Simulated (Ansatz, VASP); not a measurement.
# AlN in two plane-wave programs

Wanted: the spread between two codes on one cell, functional and k mesh. Of the first pair: The structure shown is the end of the Ansatz relaxation below.

Program: Ansatz 0.2.0. Level of theory: plane waves, with VASP 6.6.1 beside it; single point at LDA and zone-centre phonons at LDA. Results are calculated unless marked as measured.

**1. Starting point**

The structure is hexagonal, space group P6_3mc (No. 186). Conventional cell: a = 3.096 Å, b = 3.096 Å, c = 4.925 Å, α = 90.00°, β = 90.00°, γ = 120.00°. Nearest to Al lie 4 N at 1.88 to 1.89 Å. Nearest to N lie 4 Al at 1.88 to 1.89 Å. Farther neighbours and most contacts between anions are not listed.

**2. Ansatz: relaxation, LDA**

Ansatz runs on its default PAW (the set named soft_2) files.

This run makes the geometry at which the two programs are then compared.

input.yaml reads:

```yaml
crystal:
  lattice:
    - [3.095943094, 0.0, 0.0]
    - [-1.547971547, 2.681165368, 0.0]
    - [0.0, 0.0, 4.9252975253]
  atoms:
    - { symbol: Al, position: [0.3333333333, 0.6666666667, -0.0015454624] }
    - { symbol: Al, position: [0.6666666667, 0.3333333333, 0.4984545376] }
    - { symbol: "N", position: [0.3333333333, 0.6666666667, 0.3815454624] }
    - { symbol: "N", position: [0.6666666667, 0.3333333333, 0.8815454624] }
kpoints:
  mp_grid: { grid: [6, 6, 4] }
hamiltonian:
  xc: lda
scf:
  occupations: { method: fixed }
output:
  forces: true
  stress: true
  eigenvalues: true
basis:
  ecutwfc: 260.0
relax:
  adjacent_minimum: "off"
  f_tol: 0.001
  max_steps: 60
  cell: { stress_tol: 0.01, fix: [volume] }
```

On the command line:

```bash
> ansatz run input.yaml --threads 4 --pin off --max-ram 7168MiB --backend cpu --events-out ev --progress --plain --runs-dir out
```

Numbers of over 12 decimals in the logs are rounded to 6 here.

The program printed:

```text
Warning: basis.ecutwfc = 260 eV is below the records' recommended 420 eV, and the density's cutoff is lower with it unless basis.ecutrho_ratio is high enough to keep the records' density cutoff: compare with a run at a higher cutoff
Engine: ansatz 0.2.0, aarch64-unknown-linux-gnu
Pseudopotentials: kind: paw
Pseudopotential: Al, paw, valence charge 3, recommended cutoff 420 eV (normal), Al.paw.azcp
Pseudopotential: N, paw, valence charge 5, recommended cutoff 420 eV (normal), N.paw.azcp
Functional definition: SPW92
  exchange = slater_x
  correlation = pw_c
Crystal: 4 atoms, lattice volume = 40.884 Å³
Basis set: ecut = 260 eV, 391 PW (Γ)
Bands: 12, of which v1, the nominal top of the filled ones, is band 8 counted from 1 (7 counted from 0)
Symmetry: 12 space group operations
Space group: P63mc (ITA 186), of the structure as read, at distance tolerance 3.4e-5 Å
k-points: 21 of 144 (time reversal used)
Non-local potential: Al, projectors of the file, l = 0: 2, l = 1: 2, l = 2: 1
Non-local potential: N, projectors of the file, l = 0: 2, l = 1: 2, l = 2: 1
PAW form: soft (Blöchl's): semilocal exchange-correlation on the pseudo side does not see the compensation charge
PAW frozen core: Al, regenerated for the run's functional, and the local potential with it (the file was generated under x = pbe(κ = 0.804, μ = 0.219515), c = pbe(β = 0.066725))
PAW frozen core: N, regenerated for the run's functional, and the local potential with it (the file was generated under x = pbe(κ = 0.804, μ = 0.219515), c = pbe(β = 0.066725))
PAW one-centre angular grid: Al, 110 points (default); XC on 64 Gauss nodes
PAW one-centre angular grid: N, 110 points (default); XC on 64 Gauss nodes
Initial density: superposition of atomic densities (neutral atoms: chi_scale 0, normalization atom), corrected by the library's trained network
Initial wavefunctions: pseudopotential atomic-orbital guess
Functional: x = slater, c = lda
SCF iter   1: F=—  HF=-1777.903429 eV  |F-HF|=—  |Δ(HF+E_count)|=         —  Δρ=2.85e-2  dr2=2.06e-1  ethr=1.77e-3  ⟨swp⟩=4.7  Hψ=1381  notcnv=0  defer=33
preconditioner: auto → none  [insulator: Δε(μ)=4.087 eV  Ē_g=13.036 eV  n_scr=2 (ndim 8)  ℏωp=23.2 eV  f_vac=0.000  ε∞_Penn≈4.2]
SCF iter   2: F=—  HF=-1777.845157 eV  |F-HF|=—  |Δ(HF+E_count)|=   5.83e-2  Δρ=1.11e-2  dr2=3.45e-2  ethr=1.29e-3  ⟨swp⟩=2.4  Hψ=607  notcnv=0  defer=42
SCF iter   3: F=—  HF=-1777.837095 eV  |F-HF|=—  |Δ(HF+E_count)|=   8.06e-3  Δρ=5.13e-3  dr2=1.69e-3  ethr=2.16e-4  ⟨swp⟩=2.1  Hψ=418  notcnv=0  defer=42
SCF iter   4: F=—  HF=-1777.837471 eV  |F-HF|=—  |Δ(HF+E_count)|=   3.76e-4  Δρ=2.26e-4  dr2=7.51e-6  ethr=1.06e-5  ⟨swp⟩=2.9  Hψ=460  notcnv=0  defer=42
SCF iter   5: F=—  HF=-1777.837473 eV  |F-HF|=—  |Δ(HF+E_count)|=   2.39e-6  Δρ=1.58e-5  dr2=2.63e-8  ethr=4.69e-8  ⟨swp⟩=1.0  Hψ=254  notcnv=0  defer=1
SCF iter   6: F=-1777.837473 eV  HF=-1777.837473 eV  |F-HF|=2.76e-10  |Δ(HF+E_count)|=   7.75e-9  Δρ=1.21e-6  dr2=4.26e-10  ethr=1.64e-10  ⟨swp⟩=3.9  Hψ=1333  notcnv=0
SCF 1 converged in 6 iterations: F = -1777.837473 eV  dr2 = 4.26e-10
  greatest PAW one-centre occupation: 0.782 electrons in one spin orbital (limit 2), on the N atom at site 3 (counted from 0), in its partial waves of l = 0
relax step   1: F+E_penalty+E_count = -1777.83747337 eV  Δ(F+E_penalty+E_count) = +0.000e0 eV  max|allowed force component| = 3.654e-3 eV/Å  Δτ_max = 0.0000 Å  P = +3.349 GPa  Ω = 40.884 Å³  fix = [volume]  reactions: volume +3.349 GPa  (6 SCF iters, dr2 threshold 1.00e-7 eV, accepted)
[...]
relax step   2: F+E_penalty+E_count = -1777.83772882 eV  Δ(F+E_penalty+E_count) = -2.555e-4 eV  max|allowed force component| = 5.441e-3 eV/Å  Δτ_max = 0.0012 Å  P = +3.381 GPa  Ω = 40.884 Å³  energy of the carried Pulay correction = +2.865e-15 eV  fix = [volume]  reactions: volume +3.381 GPa  (3 SCF iters, dr2 threshold 4.00e-7 eV, accepted)
[...]
relax step   8: F+E_penalty+E_count = -1777.83748774 eV  Δ(F+E_penalty+E_count) = +4.408e-5 eV  max|allowed force component| = 3.545e-5 eV/Å  Δτ_max = 0.0004 Å  P = +3.348 GPa  Ω = 40.884 Å³  energy of the carried Pulay correction = -5.059e-5 eV  fix = [volume]  reactions: volume +3.348 GPa  (3 SCF iters, dr2 threshold 3.58e-9 eV, accepted)
[...]
relax step   9: F+E_penalty+E_count = -1777.83748774 eV  Δ(F+E_penalty+E_count) = -5.261e-10 eV  max|allowed force component| = 4.101e-5 eV/Å  Δτ_max = 0.0000 Å  P = +3.349 GPa  Ω = 40.884 Å³  fix = [volume]  reactions: volume +3.349 GPa  stress off target by 2.42e-2 GPa on what of the cell is left free  SCF on the basis re-selected at this cell (its energy is not comparable with the rows above)  (4 SCF iters)
[...]
relax step  10: F+E_penalty+E_count = -1777.83747101 eV  Δ(F+E_penalty+E_count) = +1.673e-5 eV  max|allowed force component| = 3.093e-6 eV/Å  Δτ_max = 0.0000 Å  P = +3.348 GPa  Ω = 40.884 Å³  energy of the carried Pulay correction = -1.701e-5 eV  fix = [volume]  reactions: volume +3.348 GPa  (3 SCF iters, dr2 threshold 1.47e-9 eV, accepted)
[...]
relax step  11: F+E_penalty+E_count = -1777.83747101 eV  Δ(F+E_penalty+E_count) = -1.819e-12 eV  max|allowed force component| = 3.069e-6 eV/Å  Δτ_max = 0.0000 Å  P = +3.348 GPa  Ω = 40.884 Å³  fix = [volume]  reactions: volume +3.348 GPa  stress off target by 4.43e-3 GPa on what of the cell is left free  SCF on the basis re-selected at this cell (its energy is not comparable with the rows above)  (3 SCF iters)
basis re-selected at this cell: Δ(F+E_penalty+E_count) = -1.819e-12 eV, ΔP = +0.000 GPa vs the last step (what re-selecting the basis moved, of the pressure what is left beyond the Pulay correction that the steps carried, after the strain that the cell walked since its last selection, with what the two solves' SCF thresholds leave and, on support functions, any second-order correction that the steps lacked; it is no  [...]
SCF converged after 3 iterations
Free energy (F): -1777.837471 eV
Harris-Foulkes:  -1777.837471 eV  (|F-HF|=2.27e-13)
Internal energy: -1777.837471 eV  (E = F + TS)
E sigma→0 (E₀):  -1777.837471 eV
Fermi energy:    7.186250 eV
--- Per-component energies (eV) ---
  E_band       = 29.368865
  E_kinetic    = 324.723221
  E_local      = -441.222600  (includes V_loc(G=0)·N_el)
  E_nonlocal   = 108.501784
  E_hartree    = 151.320275
  E_xc         = -203.604886
  E_vxc        = -218.328149  (∫ρ·V_xc dr)
  E_paw        = -1121.777449  (= ΣΔE_a)
  E_vpaw       = -46.948474  (= ΣTr[D̂ρ^β])
  E_aug_tail   = 0.002524  (compensation charges beyond the density's cutoff)
  E_ewald      = -596.051862
  E_core_change = 0.271521  (= ΣΔE_core)
  E_smearing   = -0.000000  (= −TS)
  E_closure    = 0.000000  (closes the sum)
  Σ components = -1777.837471   (vs F -1777.837471, Δ=0.00e0)
--- Forces (eV/Å), atoms counted from 1 ---
  atom   1  Al    -0.00000000    -0.00000000     0.00000318
  atom   2  Al    -0.00000000     0.00000000     0.00000318
  atom   3  N      0.00000000     0.00000000    -0.00000296
  atom   4  N     -0.00000000    -0.00000000    -0.00000296
  max |Σ_I F_I| component: 4.48e-7 eV/Å
--- Stress (GPa, compression-positive) ---
        3.349905       0.000000       0.000000
        0.000000       3.349905      -0.000000
        0.000000      -0.000000       3.343261
  P = ⅓ Tr σ = 3.3477 GPa (33.477 kbar)
--- Band table (eV; the first three rows and the last of 21) ---
  k-point 0: bands = [... 4 lower, 6.1782, 6.9473, 6.9473, 7.1863, 11.3986, 13.7324, 17.7719, 18.2526]
  k-point 1: bands = [... 4 lower, 6.3308, 6.3308, 6.8497, 6.8497, 12.3700, 13.8749, 17.4856, 18.2228]
  k-point 2: bands = [... 4 lower, 6.6268, 6.6268, 6.6268, 6.6268, 13.6478, 13.6478, 17.5878, 17.5878]
  k-point 20: bands = [... 4 lower, 3.1289, 3.1289, 6.3533, 6.3533, 14.5129, 14.5129, 14.9597, 14.9597]
--- Relaxed structure (7 steps of the walk, 7 accepted, 4 SCFs on fresh bases) ---
  F+E_penalty+E_count = -1777.83747101 eV   max|allowed force component| = 3.069e-6 eV/Å   (the final SCF, on the basis selected at the relaxed cell)
  cell:  # Å, volume = 40.8836 Å³
    - [3.095961, 0, 0]
    - [-1.547981, 2.681181, 0]
    - [0, 0, 4.925240]
  atoms:
    - { symbol: Al, position: [0.333333, 0.666667, -0.00157178] }
    - { symbol: Al, position: [0.666667, 0.333333, 0.498428] }
    - { symbol: N, position: [0.333333, 0.666667, 0.381572] }
    - { symbol: N, position: [0.666667, 0.333333, 0.881572] }
```

**3. VASP: single point, LDA**

The same cell, functional (in two slightly different forms) and mesh now go to VASP, with its own data sets.

Lines of VASP's logs that name or quote its potential files are left out, and so is its time.

INCAR reads:

```
SYSTEM = AlN
PREC = Accurate
ENCUT = 600
EDIFF = 1E-06
NELM = 120
ISMEAR = 0
SIGMA = 0.01
LREAL = .FALSE.
ALGO = Normal
GGA = CA
NBANDS = 14
LORBIT = 11
LWAVE = .FALSE.
LCHARG = .FALSE.
ISIF = 2
LASPH = .TRUE.
GGA_COMPAT = .FALSE.
EFERMI = MIDGAP
KPAR = 2
```

POSCAR reads:

```
AlN
1.0
    3.0959611065      0.0000000000      0.0000000000
   -1.5479805533      2.6811809674      0.0000000000
    0.0000000000      0.0000000000      4.9252402138
Al N
2 2
Direct
    0.3333333333      0.6666666667      0.9984282237
    0.6666666667      0.3333333333      0.4984282237
    0.3333333333      0.6666666667      0.3815717763
    0.6666666667      0.3333333333      0.8815717763
```

KPOINTS reads:

```
Automatic mesh
0
Gamma
6 6 4
0 0 0
```

The projector-augmented-wave data sets are Al and N (LDA family, release 64).

On the command line:

```bash
> mpirun -np 2 vasp_std
```

The program printed:

```text
[banner, memory and clock lines left out]
running    2 mpi-ranks, on    1 nodes
 distrk:  each k-point on    1 cores,    2 groups
 distr:  one band on    1 cores,    1 groups

 POSCAR found type information on POSCAR AlN
 POSCAR found :  2 types and       4 ions
 LDA part: xc-table for (Slater(with rela. corr.)+CA(PZ))
 , standard interpolation
 POSCAR, INCAR and KPOINTS ok, starting setup
 FFT: planning ... GRIDC
 FFT: planning ... GRID_SOFT
 FFT: planning ... GRID
 WAVECAR not read
 entering main loop
       N       E                     dE             d eps       ncg     rms          rms(c)
DAV:   1     0.524093489487E+02    0.52409E+02   -0.82546E+03   588   0.115E+03
DAV:   2    -0.338761934627E+02   -0.86286E+02   -0.77257E+02   834   0.207E+02
DAV:   3    -0.379549871755E+02   -0.40788E+01   -0.40495E+01   816   0.463E+01
DAV:   4    -0.379808607254E+02   -0.25874E-01   -0.25871E-01   624   0.451E+00
DAV:   5    -0.379811159614E+02   -0.25524E-03   -0.25523E-03   798   0.444E-01    0.124E+01
DAV:   6    -0.329493854497E+02    0.50317E+01   -0.14050E+01   642   0.276E+01    0.442E+00
DAV:   7    -0.329000670008E+02    0.49318E-01   -0.64755E-01   684   0.547E+00    0.280E+00
DAV:   8    -0.328441479779E+02    0.55919E-01   -0.75902E-02   666   0.251E+00    0.369E-01
DAV:   9    -0.328401220940E+02    0.40259E-02   -0.94578E-03   774   0.697E-01    0.213E-01
DAV:  10    -0.328402908633E+02   -0.16877E-03   -0.82774E-04   642   0.191E-01    0.989E-02
DAV:  11    -0.328402405898E+02    0.50274E-04   -0.11470E-04   768   0.838E-02    0.190E-02
DAV:  12    -0.328402402626E+02    0.32717E-06   -0.20315E-06   676   0.121E-02
   1 F= -.32840240E+02 E0= -.32840240E+02  d E =0.000000E+00
```

Parts of OUTCAR (step 3):

```text
ion  position               nearest neighbor table
   1  0.333  0.667  0.998-   4 1.88   4 1.88   4 1.88   3 1.89   2 3.04   2 3.04   2 3.04   2 3.04
                             2 3.04   2 3.04
   2  0.667  0.333  0.498-   3 1.88   3 1.88   3 1.88   4 1.89   1 3.04   1 3.04   1 3.04   1 3.04
                             1 3.04   1 3.04
   3  0.333  0.667  0.382-   2 1.88   2 1.88   2 1.88   1 1.89
   4  0.667  0.333  0.882-   1 1.88   1 1.88   1 1.88   2 1.89

  LATTYP: Found a hexagonal cell.
 ALAT       =     3.0959611065
 C/A-ratio  =     1.5908598475

 Subroutine GETGRP returns: Found 12 space group operations
 (whereof  6 operations were pure point group operations)

The static configuration has the point symmetry C_3v.
 The point group associated with its full space group is C_6v.

 Found     21 irreducible k-points:

   k-points           NKPTS =     21   k-points in BZ     NKDIM =     21   number of bands    NBANDS=     14

   dimension x,y,z NGX =    28 NGY =   28 NGZ =   40
   dimension x,y,z NGXF=    56 NGYF=   56 NGZF=   80

   ENCUT  =  600.0 eV  44.10 Ry    6.64 a.u.   6.18  6.18  9.84*2*pi/ulx,y,z

   NELECT =      16.0000    total number of electrons

 k-points in reciprocal lattice and weights: Automatic mesh
   0.00000000  0.00000000  0.00000000       0.007
   0.16666667  0.00000000  0.00000000       0.042
   0.33333333  0.00000000  0.00000000       0.042
   0.50000000  0.00000000  0.00000000       0.021
   0.16666667  0.16666667  0.00000000       0.042
   0.33333333  0.16666667  0.00000000       0.083
   0.33333333  0.33333333  0.00000000       0.014
   0.00000000  0.00000000  0.25000000       0.014
   0.16666667  0.00000000  0.25000000       0.083
[...]
0.33333333  0.16666667  0.50000000       0.083
   0.33333333  0.33333333  0.50000000       0.014

 average (electrostatic) potential at core
       1 -69.6637       2 -69.6637       3 -59.6665       4 -59.6665

 E-fermi :   8.3348

 k-point     1 :       0.0000    0.0000    0.0000
  band No.  band energies     occupation
    ...
      4       5.1845      2.00000
      5       5.1845      2.00000
      6       5.8633      2.00000
      7       5.8633      2.00000
      8       6.1447      2.00000
      9      10.5249      0.00000
     10      12.7713      0.00000
     11      16.7961      0.00000
     12      17.1358      0.00000
     13      17.1358      0.00000
    ...

 k-point     2 :       0.1667    0.0000    0.0000
  band No.  band energies     occupation
    ...
      4       3.7466      2.00000
      5       4.5893      2.00000
      6       4.7809      2.00000
      7       5.7893      2.00000
      8       5.9608      2.00000
      9      11.7549      0.00000
     10      13.8035      0.00000
     11      15.2672      0.00000
     12      15.8327      0.00000
     13      18.1000      0.00000
    ...

 k-point     3 :       0.3333    0.0000    0.0000
  band No.  band energies     occupation
    ...
      4       1.5638      2.00000
      5       2.7384      2.00000
      6       4.1783      2.00000
      7       5.2245      2.00000
      8       5.5331      2.00000
      9      12.2837      0.00000
     10      12.7651      0.00000
     11      14.1450      0.00000
     12      16.4065      0.00000
     13      17.4149      0.00000
    ...

  Total       -0.0827583     -0.0827583      0.3290083      0.0000000      0.0000000     -0.0000000
  in kB       -3.2431949     -3.2431949     12.8934284      0.0000000      0.0000000     -0.0000000
  external PRESSURE =       2.1356796 kB  Pullay stress =       0.0000000 kB

  energy-cutoff  :      600.00
  volume of cell :       40.88
      direct lattice vectors                 reciprocal lattice vectors
     3.095961106  0.000000000  0.000000000     0.323001474  0.186484988  0.000000000
    -1.547980553  2.681180967  0.000000000     0.000000000  0.372969976  0.000000000
     0.000000000  0.000000000  4.925240214     0.000000000  0.000000000  0.203035782

 POSITION                                       TOTAL-FORCE (eV/Angst)
 -----------------------------------------------------------------------------------
     -0.00000      1.78745      4.91750         0.000000      0.000000     -0.002656
      1.54798      0.89373      2.45488         0.000000      0.000000     -0.002656
     -0.00000      1.78745      1.87933        -0.000000      0.000000      0.002656
      1.54798      0.89373      4.34195         0.000000     -0.000000      0.002656
 -----------------------------------------------------------------------------------
    total drift:                               -0.000000      0.000000     -0.000896

  FREE ENERGIE OF THE ION-ELECTRON SYSTEM (eV)
  ---------------------------------------------------
  free  energy   TOTEN  =       -32.8402402626 eV

  energy  without entropy=      -32.8402402626  energy(sigma->0) =      -32.84024026

 total charge
# of ion       s       p       d       tot
------------------------------------------
    1        0.378   0.462   0.000   0.840
    2        0.378   0.462   0.000   0.840
    3        1.208   2.625   0.000   3.833
    4        1.208   2.625   0.000   3.833
--------------------------------------------------
tot          3.172   6.174   0.000   9.346

[... 3 further parts left out ...]
```

The run ends at a pressure of 0.21 GPa, with forces up to 0.0027 eV/Å.

**4. Side by side**

Known differences besides the potentials themselves: the two LDA forms differ slightly; fixed occupations in Ansatz, narrow Gaussian smearing in VASP; the cutoff is 260 eV in Ansatz and 600 eV in VASP; VASP's log shows a relativistic correction to its local exchange, Ansatz's none; Ansatz's pressure holds a Pulay correction, VASP's none; Ansatz's log warns that its cutoff lies below the recommended one. Total energies have different zeros and are not compared.

Compared:

```
              quantity  Ansatz   VASP  difference
        pressure (GPa)    3.35   0.21       +3.13
gap on the k mesh (eV)   4.212  4.380      -0.168
```

At this near-relaxed geometry the largest component of a force difference is 3 meV/Å. A gap on the mesh is an upper bound, since the band edges may lie between its points.

**5. Ansatz: zone-centre phonons, LDA, pair 2**

Second derivatives magnify differences that forces hide, and they need a tight electronic threshold.

The cell is taken from a series of runs on this material, whose earlier steps may have relaxed, scaled, displaced or heated it; both programs get it as it stands.

input.yaml reads:

```yaml
crystal:
  lattice:
    - [3.0959611065, 0.0, 0.0]
    - [-1.5479805533, 2.6811809674, 0.0]
    - [0.0, 0.0, 4.9252402138]
  atoms:
    - { symbol: Al, position: [0.3333333333, 0.6666666667, -0.0015717763] }
    - { symbol: Al, position: [0.6666666667, 0.3333333333, 0.4984282237] }
    - { symbol: "N", position: [0.3333333333, 0.6666666667, 0.3815717763] }
    - { symbol: "N", position: [0.6666666667, 0.3333333333, 0.8815717763] }
kpoints:
  mp_grid: { grid: [6, 6, 4] }
hamiltonian:
  xc: lda
scf:
  occupations: { method: fixed }
output:
  eigenvalues: true
basis:
  ecutwfc: 260.0
phonons:
  method: dfpt
  dielectric: true
  rigid_motions: translations
```

On the command line:

```bash
> ansatz run input.yaml --threads 4 --pin off --max-ram 7168MiB --backend cpu --events-out ev --progress --plain --runs-dir out
```

The program printed:

```text
[...]
Crystal: 4 atoms, lattice volume = 40.884 Å³
Basis set: ecut = 260 eV, 391 PW (Γ), exchange–correlation on 36×36×60 points (8 copies of the dense FFT grid, shifted against one another)
Bands: 12, of which v1, the nominal top of the filled ones, is band 8 counted from 1 (7 counted from 0)
Symmetry: 12 space group operations
k-points: 47 of 144 (irreducible under 2 space group operations, time reversal used)
[...]
optical modes at Γ + LO–TO along q̂ = [1.0000, 0.0000, 0.0000]:
      ω (cm⁻¹)  modes    IR ((D/Å)²/amu)
[...]
optical modes at Γ + LO–TO along q̂ = [0.0000, 1.0000, 0.0000]:
      ω (cm⁻¹)  modes    IR ((D/Å)²/amu)
[...]
optical modes at Γ + LO–TO along q̂ = [0.0000, 0.0000, 1.0000]:
      ω (cm⁻¹)  modes    IR ((D/Å)²/amu)
[...]
704.39      2             0.0000
        717.79      1             0.0000
        721.83      2            62.6725
        919.67      1            35.7266
[key lines of the parts left out:]
SCF converged after 7 iterations
Free energy (F): -1777.837466 eV
Fermi energy:    7.186250 eV
```

[end of part 1 of 2]

[Lines on the potential files, build, host, timing and source positions are cut from VASP's logs without a mark.]

[Logs are printed without paths, hosts, clocks, repeated set-up lines and the standing remarks that a program may print on its own settings, such as how far it seeks lower states.]

[Hosts, paths, dates, database ids (printed as entryN), source tags and the programs' standing remarks are cut or masked in the printed files.]
